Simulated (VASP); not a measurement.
Data:

```
SrCl2
1.0
    0.00000     3.46011     3.46011
    3.46011     0.00000     3.46011
    3.46011     3.46011     0.00000
Sr Cl
1 2
Direct
  0.00000   0.00000   0.00000
  0.25000   0.25000   0.25000
  0.75000   0.75000   0.75000
```

Method: PBEsol GGA, VASP's PBE PAW potentials (set 64) (plane waves; VASP 6.6.1). Settings: 400 eV cut-off, Gaussian smearing of 0.050 eV, potentials Sr_sv Cl.

Question: Estimate the band gap (along the path) with the smallest direct gap where there is one.

Answer: 
The band gap (along the path) comes out as 5.22 eV and the smallest direct gap (along the path) comes out as 5.34 eV.

The absolute energy has meaning only against runs of the same code, potentials and settings.

The compound is SrCl2 in the fluorite structure. It was relaxed first.
